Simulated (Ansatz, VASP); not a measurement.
# Two plane-wave programs on BeAl

File INCAR:

```
PREC = Accurate ; ENCUT = 520
EDIFF = 1E-7 ; ISMEAR = 0
SIGMA = 0.1 ; LREAL = F
LASPH = T ; NELM = 100
ALGO = Normal ; ISIF = 2
LWAVE = F ; LCHARG = T
GGA = PE ; LELF = T
LVHAR = T ; NBANDS = 10
```

KPOINTS

```
Automatic mesh
0
Gamma
  9 9 4
```

The input POSCAR:

```
BeAl
1.0
    2.7391122400      0.0000000000      0.0000000000
   -1.3695561200      2.3721407800      0.0000000000
    0.0000000000      0.0000000000      3.8153387000
Be Al
1 1
Direct
    0.0000000000      0.0000000000      0.0000000000
    0.3333333300      0.6666666700      0.5000000000
```

Input for Ansatz:

```yaml
crystal:
  lattice:
    - [2.73911224, 0.0, 0.0]
    - [-1.36955612, 2.37214078, 0.0]
    - [0.0, 0.0, 3.8153387]
  atoms:
    - { symbol: Be, position: [0.0, 0.0, 0.0] }
    - { symbol: Al, position: [0.33333333, 0.66666667, 0.5] }
basis:
  ecutwfc: 420
kpoints:
  mp_grid: { grid: [9, 9, 4] }
hamiltonian:
  xc: pbe
scf:
  occupations: { method: gaussian, width: 0.1 }
  lower_state_search: "off"
output:
  forces: true
  stress: true
  eigenvalues: true
```

Alike in both runs: task single point; functional PBE; k mesh 9 × 9 × 4; occupations gaussian, width 0.1 eV; no spin polarisation.

```csv
,VASP,Ansatz
version,VASP 6.6.1,Ansatz 0.2.0
potentials or method,"VASP PAW PBE potentials, release 64 (Be, Al)","scalar-relativistic, plane waves, PAW"
plane-wave cutoff (eV),520,420
valence electrons in the cell,5,5
```

```csv
,VASP,Ansatz,Ansatz less VASP
gap on the k mesh at the Fermi level (eV),none,none,-
pressure (GPa),3.9,3.8,-0.03
largest component of the traceless stress (GPa),3.50,3.48,-0.016
```

A gap of «none» marks a metal or a gap that the smearing closes.

Caveats: the k mesh is coarse (spacing up to 0.41 Å⁻¹), so the values aren't converged.
